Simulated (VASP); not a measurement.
```yaml
crystal:
  lattice:
    - [0.00000, 2.98011, 2.98011]
    - [2.98011, 0.00000, 2.98011]
    - [2.98011, 2.98011, 0.00000]
  atoms:
    - { symbol: Hg, position: [0.00000, 0.00000, 0.00000] }
    - { symbol: S, position: [0.25000, 0.25000, 0.25000] }
```

The numbers are results of RPBE GGA, VASP's PBE PAW potentials (set 64) (plane waves; VASP), not measurements. Run with 520 eV cut-off, 10×10×10 Γ-centred mesh, first-order Methfessel-Paxton smearing of 0.10 eV, potentials Hg S.

Unless said otherwise, spin-orbit coupling is left out, though it shifts the bands of the heavy elements here.

Q: Predict the energy per atom (σ→0), pressure, band gap (on the k-mesh) with the smallest direct gap where there is one.

A: 
```json
{
  "band gap (on the k-mesh)": "none (metal, semimetal or under 0.01 eV)",
  "energy per atom (σ→0)": "-1.919 eV/atom",
  "pressure": "3.13 GPa"
}
```

Total energies compare only between runs with the same potentials, cut-off and functional.

The compound is HgS in the zinc blende structure, metacinnabar; cinnabar is the stable form. This cell is one point of a volume scan, at 0.94 of the reference volume.
